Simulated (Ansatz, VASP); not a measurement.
# Cross-check of H146C36O37 between VASP and Ansatz

One calculation is typed for both programs; each brings its own data sets. How far apart do they land? The cell is taken from a series of runs on this material, whose earlier steps may have relaxed, scaled, displaced or heated it; both programs get it as it stands.

Method: plane waves, with VASP 6.6.1 beside it; single point at LDA, in Ansatz 0.2.0.

## 1. The structure

The cell holds 219 atoms: 36 C, 37 O and 146 H. Its edges and angles: a = 13.532 Å, b = 13.532 Å, c = 13.532 Å, α = 90.0°, β = 90.0°, γ = 90.0°.

## 2. VASP: single point, LDA

A single point gives forces, pressure and levels at one fixed geometry, so differences don't come from the geometry; what else differs is listed under the comparison.

Lines of VASP's logs that name or quote its potential files are left out, and so is its time.

INCAR

```
SYSTEM = H146C36O37
PREC = Accurate
ENCUT = 600
EDIFF = 1E-06
NELM = 120
ISMEAR = 0
SIGMA = 0.01
LREAL = Auto
ALGO = Normal
GGA = CA
NBANDS = 409
LORBIT = 11
LWAVE = .FALSE.
LCHARG = .FALSE.
ISIF = 2
LASPH = .TRUE.
GGA_COMPAT = .FALSE.
EFERMI = MIDGAP
```

POSCAR

```
H146C36O37
1.0
   13.5324800000      0.0000000000      0.0000000000
    0.0000000000     13.5324800000      0.0000000000
    0.0000000000      0.0000000000     13.5324800000
C O H
36 37 146
Direct
    0.4309900000      0.6720900000      0.4118500000
    0.4230700000      0.5693100000      0.4510200000
    0.3289000000      0.4666200000      0.5527300000
    0.2399300000      0.4633900000      0.6180700000
    0.2553000000      0.9652600000      0.8692600000
    0.3083400000      0.9071100000      0.7909600000
    0.4628500000      0.9891500000      0.7830400000
    0.5335600000      0.0304700000      0.7089600000
    0.0786000000      0.1568800000      0.5820100000
    0.1130100000      0.0603000000      0.6233900000
    0.0796800000      0.8884000000      0.6197200000
    0.0529000000      0.8676700000      0.7251900000
    0.3179900000      0.7374200000      0.0003700000
    0.2155700000      0.7224700000      0.9618500000
    0.0500800000      0.7754900000      0.9900200000
    0.0065300000      0.6772200000      0.0175800000
    0.0888400000      0.3816200000      0.4020100000
    0.0783700000      0.3971100000      0.2926300000
    0.2340900000      0.4739600000      0.2683500000
    0.2822800000      0.5624500000      0.2235000000
    0.6231500000      0.5541500000      0.0712700000
    0.5157700000      0.5793300000      0.0814800000
    0.4736700000      0.5353400000      0.9170500000
    0.3902900000      0.4943300000      0.8571100000
    0.3159400000      0.2103800000      0.7705400000
    0.4002200000      0.2649900000      0.7245300000
    0.5645800000      0.3165000000      0.7546000000
    0.6099800000      0.2873000000      0.6577000000
    0.6930500000      0.2874200000      0.1514600000
    0.6634400000      0.1875800000      0.1875300000
[... 183 atom lines left out ...]
    0.4979300000      0.2230200000      0.9041800000
    0.4981000000      0.2666500000      0.0162000000
    0.4123800000      0.0185700000      0.0213900000
    0.4667200000      0.1282100000      0.0196600000
    0.8325200000      0.2141000000      0.2846600000
    0.9422600000      0.2220500000      0.3280400000
```

KPOINTS

```
Automatic mesh
0
Gamma
1 1 1
0 0 0
```

PAW data sets: C, O and H (LDA family, release 64).

Started as:

```bash
> export OMP_NUM_THREADS=3
> mpirun -np 1 vasp_gam
```

Numbers of over 12 decimals in the logs are rounded to 6 here.

Log:

```text
[banner, memory and clock lines left out]
running    1 mpi-ranks, on    1 nodes
[...]
Offloading initialized ...    1 GPUs detected
[...]
LDA part: xc-table for (Slater(with rela. corr.)+CA(PZ))
 , standard interpolation
 POSCAR, INCAR and KPOINTS ok, starting setup
[...]
entering main loop
       N       E                     dE             d eps       ncg     rms          rms(c)
DAV:   1     0.385658016118E+04    0.38566E+04   -0.27728E+05   850   0.126E+03
DAV:   2    -0.806645763321E+03   -0.46632E+04   -0.43801E+04  1011   0.285E+02
DAV:   3    -0.130918312001E+04   -0.50254E+03   -0.49842E+03  1036   0.946E+01
DAV:   4    -0.132151962530E+04   -0.12337E+02   -0.12295E+02  1036   0.167E+01
[...]
DAV:  23    -0.120053893399E+04   -0.44387E-05   -0.54694E-07   692   0.189E-03    0.905E-04
DAV:  24    -0.120053893529E+04   -0.13047E-05   -0.35570E-07   732   0.127E-03    0.769E-04
DAV:  25    -0.120053893576E+04   -0.46140E-06   -0.15676E-07   700   0.931E-04
   1 F= -.12005389E+04 E0= -.12005389E+04  d E =0.000000E+00
```

OUTCAR, selected parts (step 2):

```text
  FREE ENERGIE OF THE ION-ELECTRON SYSTEM (eV)
  ---------------------------------------------------
  free  energy   TOTEN  =     -1200.5389357553 eV

  energy  without entropy=    -1200.5389357553  energy(sigma->0) =    -1200.53893576
```

The run ends at a pressure of -0.39 GPa, with forces up to 0.21 eV/Å.

## 3. Ansatz: single point, LDA

Ansatz runs on its default PAW (the set named soft_2) files.

The same cell, functional (in two slightly different forms) and mesh now go to Ansatz, which takes its cutoff from its data sets.

input.yaml

```yaml
crystal:
  lattice:
    - [13.53248, 0.0, 0.0]
    - [0.0, 13.53248, 0.0]
    - [0.0, 0.0, 13.53248]
  atoms:
    - { symbol: C, position: [0.43099, 0.67209, 0.41185] }
    - { symbol: C, position: [0.42307, 0.56931, 0.45102] }
    - { symbol: O, position: [0.3382, 0.56148, 0.51114] }
    - { symbol: C, position: [0.3289, 0.46662, 0.55273] }
    - { symbol: C, position: [0.23993, 0.46339, 0.61807] }
    - { symbol: H, position: [0.36693, 0.69111, 0.36533] }
    - { symbol: H, position: [0.49788, 0.67928, 0.36607] }
    - { symbol: H, position: [0.43553, 0.7267, 0.47208] }
    - { symbol: H, position: [0.41884, 0.51414, 0.3903] }
    - { symbol: H, position: [0.48923, 0.54932, 0.49529] }
    - { symbol: H, position: [0.32464, 0.40998, 0.49325] }
    - { symbol: H, position: [0.39743, 0.44984, 0.59534] }
    - { symbol: H, position: [0.23017, 0.38816, 0.64792] }
    - { symbol: H, position: [0.24655, 0.51485, 0.68098] }
    - { symbol: H, position: [0.17248, 0.48262, 0.57647] }
    - { symbol: C, position: [0.2553, 0.96526, 0.86926] }
    - { symbol: C, position: [0.30834, 0.90711, 0.79096] }
    - { symbol: O, position: [0.37443, 0.96429, 0.73414] }
    - { symbol: C, position: [0.46285, 0.98915, 0.78304] }
    - { symbol: C, position: [0.53356, 0.03047, 0.70896] }
    - { symbol: H, position: [0.30689, 0.00454, 0.91875] }
    - { symbol: H, position: [0.20975, 0.91623, 0.91599] }
    - { symbol: H, position: [0.20705, 0.02184, 0.83599] }
    - { symbol: H, position: [0.34985, 0.84469, 0.82452] }
    - { symbol: H, position: [0.25523, 0.87499, 0.73796] }
    - { symbol: H, position: [0.44849, 0.04436, 0.8422] }
    - { symbol: H, position: [0.49294, 0.92172, 0.81889] }
    - { symbol: H, position: [0.54976, 0.97615, 0.65066] }
    - { symbol: H, position: [0.50273, 0.09714, 0.67391] }
    - { symbol: H, position: [0.60301, 0.05201, 0.74526] }
[... 183 atom lines left out ...]
    - { symbol: O, position: [0.42113, 0.0783, 0.0603] }
    - { symbol: H, position: [0.41238, 0.01857, 0.02139] }
    - { symbol: H, position: [0.46672, 0.12821, 0.01966] }
    - { symbol: O, position: [0.88196, 0.26073, 0.31387] }
    - { symbol: H, position: [0.83252, 0.2141, 0.28466] }
    - { symbol: H, position: [0.94226, 0.22205, 0.32804] }
kpoints:
  mp_grid: { grid: [1, 1, 1] }
hamiltonian:
  xc: lda
scf:
  occupations: { method: fixed }
output:
  forces: true
  stress: true
  populations: true
  dos:
    method: { smearing: { sigma: 0.15 } }
    de: 0.1
    projected: { site_lists: { C: [C], H: [H], O: [O] } }
  eigenvalues: true
  write_density: true
  write_potential: true
  volumetric_format: npy
```

Started as:

```bash
> ansatz run input.yaml --threads 4 --pin off --max-ram 8192MiB --backend cpu --events-out ev --progress --plain --runs-dir out
```

Log:

```text
Engine: ansatz 0.2.0, aarch64-unknown-linux-gnu
Pseudopotentials: kind: paw
Pseudopotential: C, paw, valence charge 4, recommended cutoff 420 eV (normal), C.paw.azcp
Pseudopotential: O, paw, valence charge 6, recommended cutoff 420 eV (normal), O.paw.azcp
Pseudopotential: H, paw, valence charge 1, recommended cutoff 420 eV (normal), H.paw.azcp
Functional definition: SPW92
  exchange = slater_x
  correlation = pw_c
Crystal: 219 atoms, lattice volume = 2478.176 Å³
Basis set: ecut = 420 eV, 48489 PW (Γ)
Bands: 475, of which v1, the nominal top of the filled ones, is band 256 counted from 1 (255 counted from 0)
Symmetry: 1 space group operations
Space group: P1 (ITA 1), of the structure as read, at distance tolerance 1.4e-4 Å
k-points: 1
Non-local potential: C, projectors of the file, l = 0: 2, l = 1: 2, l = 2: 1
Non-local potential: O, projectors of the file, l = 0: 2, l = 1: 2, l = 2: 1
Non-local potential: H, projectors of the file, l = 0: 2, l = 1: 1
PAW form: soft (Blöchl's): semilocal exchange-correlation on the pseudo side does not see the compensation charge
PAW frozen core: C, regenerated for the run's functional, and the local potential with it (the file was generated under x = pbe(κ = 0.804, μ = 0.219515), c = pbe(β = 0.066725))
PAW frozen core: O, regenerated for the run's functional, and the local potential with it (the file was generated under x = pbe(κ = 0.804, μ = 0.219515), c = pbe(β = 0.066725))
PAW one-centre angular grid: C, 110 points (default); XC on 64 Gauss nodes
PAW one-centre angular grid: O, 110 points (default); XC on 64 Gauss nodes
PAW one-centre angular grid: H, 110 points (default); XC on 64 Gauss nodes
Initial density: superposition of atomic densities (neutral atoms: chi_scale 0, normalization atom), corrected by the library's trained network
Initial wavefunctions: pseudopotential atomic-orbital guess
Functional: x = slater, c = lda
SCF iter   1: F=—  HF=-31595.313147 eV  |F-HF|=—  |Δ(HF+E_count)|=         —  Δρ=8.55e-3  dr2=1.55e0  ethr=1.77e-3  ⟨swp⟩=5.0  Hψ=1650  notcnv=0  defer=217
preconditioner: auto → Resta (q_TF=auto, 2.098 Å⁻¹)  ε∞=2.1  [insulator: Δε(μ)=4.364 eV  Ē_g=16.347 eV  n_scr=388 (ndim 8)  ℏωp=16.9 eV  f_vac=0.361  ε∞_Penn≈2.1]
SCF iter   2: F=—  HF=-31594.897031 eV  |F-HF|=—  |Δ(HF+E_count)|=   4.16e-1  Δρ=3.58e-3  dr2=2.62e-1  ethr=3.03e-4  ⟨swp⟩=3.0  Hψ=805  notcnv=0  defer=217
SCF iter   3: F=—  HF=-31594.853465 eV  |F-HF|=—  |Δ(HF+E_count)|=   4.36e-2  Δρ=1.51e-3  dr2=6.11e-2  ethr=5.12e-5  ⟨swp⟩=3.0  Hψ=520  notcnv=0  defer=217
SCF iter   4: F=—  HF=-31594.854704 eV  |F-HF|=—  |Δ(HF+E_count)|=   1.24e-3  Δρ=4.77e-4  dr2=7.91e-3  ethr=1.19e-5  ⟨swp⟩=3.0  Hψ=520  notcnv=0  defer=217
SCF iter   5: F=—  HF=-31594.859819 eV  |F-HF|=—  |Δ(HF+E_count)|=   5.11e-3  Δρ=1.96e-4  dr2=1.55e-3  ethr=1.55e-6  ⟨swp⟩=2.0  Hψ=804  notcnv=0  defer=217
SCF iter   6: F=—  HF=-31594.862624 eV  |F-HF|=—  |Δ(HF+E_count)|=   2.81e-3  Δρ=1.28e-4  dr2=3.70e-4  ethr=3.02e-7  ⟨swp⟩=3.0  Hψ=519  notcnv=0  defer=217
SCF iter   7: F=—  HF=-31594.863218 eV  |F-HF|=—  |Δ(HF+E_count)|=   5.94e-4  Δρ=2.70e-5  dr2=2.72e-5  ethr=7.22e-8  ⟨swp⟩=2.0  Hψ=517  notcnv=0  defer=217
SCF iter   8: F=—  HF=-31594.863719 eV  |F-HF|=—  |Δ(HF+E_count)|=   5.02e-4  Δρ=1.58e-5  dr2=6.16e-6  ethr=5.32e-9  ⟨swp⟩=2.0  Hψ=704  notcnv=0  defer=217
SCF iter   9: F=—  HF=-31594.863745 eV  |F-HF|=—  |Δ(HF+E_count)|=   2.59e-5  Δρ=7.13e-6  dr2=1.26e-6  ethr=1.20e-9  ⟨swp⟩=2.0  Hψ=516  notcnv=0  defer=217
SCF iter  10: F=-31594.863754 eV  HF=-31594.863752 eV  |F-HF|=1.70e-6  |Δ(HF+E_count)|=   6.56e-6  Δρ=1.45e-6  dr2=9.75e-8  ethr=1.95e-11  ⟨swp⟩=26.0  Hψ=4969  notcnv=0
SCF 1 converged in 10 iterations: F = -31594.863754 eV  dr2 = 9.75e-8
  greatest PAW one-centre occupation: 0.861 electrons in one spin orbital (limit 2), on the O atom at site 192 (counted from 0), in its partial waves of l = 0
[...]
--- Löwdin populations: 219 sites ---
  site symbol       q [e]
     0      C      4.4825
     1      C      4.0645
     2      O      6.3107
     3      C      4.0634
     4      C      4.4809
     5      H      0.8193
     6      H      0.8023
     7      H      0.7993
     8      H      0.8375
     9      H      0.8227
    10      H      0.8238
    11      H      0.8540
    12      H      0.8165
    13      H      0.8163
    14      H      0.8026
    15      C      4.4928
    16      C      4.0682
    17      O      6.3034
    18      C      4.0679
    19      C      4.4843
    20      H      0.8290
    21      H      0.7947
    22      H      0.8113
    23      H      0.8375
[...]
211      H      0.6261
   212      H      0.6343
   213      O      6.6896
   214      H      0.6035
   215      H      0.6359
   216      O      6.7114
   217      H      0.6270
   218      H      0.6201
  spilling = 0.010863 (of n_electrons = 512.000000)
```

The column dr2 measures how far the density is from self-consistency, as an energy; F and HF (Harris–Foulkes) agree once it is small.

## 4. Differences

Known differences besides the potentials themselves: the two LDA forms differ slightly; fixed occupations in Ansatz, narrow Gaussian smearing in VASP; the cutoff is 420 eV in Ansatz and 600 eV in VASP (PREC = Accurate, projectors in real space); VASP's log shows a relativistic correction to its local exchange, Ansatz's none. Total energies have different zeros and are not compared.

The two programs side by side:

| quantity | Ansatz | VASP | difference |
| --- | --- | --- | --- |
| pressure (GPa) | -0.52 | -0.39 | -0.13 |
| gap on the k mesh (eV) | 4.317 | 4.309 | +0.009 |

Forces on 8 of the 219 atoms, those with the largest forces and the largest differences (eV/Å; atoms numbered as in POSCAR):

| atom | Ansatz x, y, z | VASP x, y, z |
| --- | --- | --- |
| O37 | 0.006, -0.008, 0.008 | -0.128, 0.147, 0.038 |
| O38 | 0.002, 0.002, 0.001 | -0.037, 0.052, -0.183 |
| O41 | -0.011, -0.001, -0.003 | -0.104, 0.158, -0.066 |
| O42 | 0.008, 0.003, 0.011 | -0.120, -0.116, 0.091 |
| O44 | -0.006, 0.022, -0.013 | 0.179, 0.110, -0.008 |
| O45 | -0.013, -0.018, -0.014 | 0.054, 0.158, 0.056 |
| H188 | 0.001, 0.001, 0.000 | 0.099, 0.161, -0.047 |
| H202 | 0.000, -0.011, -0.001 | -0.073, -0.049, -0.172 |

The forces differ by 65 meV/Å r.m.s., where the r.m.s. force is 0.007 eV/Å in Ansatz and 0.065 eV/Å in VASP: the atoms lie near their places of rest in Ansatz, so a percentage would say little (all taken over all components). A gap on the mesh is an upper bound, since the band edges may lie between its points.

## 5. Results

| Quantity | Value |
| --- | --- |
| r.m.s. force difference (single point, LDA) | 65 meV/Å |

In words: The r.m.s. force difference is 65 meV/Å (single point, LDA), beyond the 12 meV/Å picked in this series as the mark of a large difference. What causes the difference of the single point, LDA pair stays open here. How closely two codes agree says nothing of how well the functional describes the real material.

[Lines on the potential files, build, host, timing and source positions are cut from VASP's logs without a mark.]

[Logs are printed without paths, hosts, clocks, repeated set-up lines and the standing remarks that a program may print on its own settings, such as how far it seeks lower states.]

[Hosts, paths, dates, database ids (printed as entryN), source tags and the programs' standing remarks are cut or masked in the printed files.]
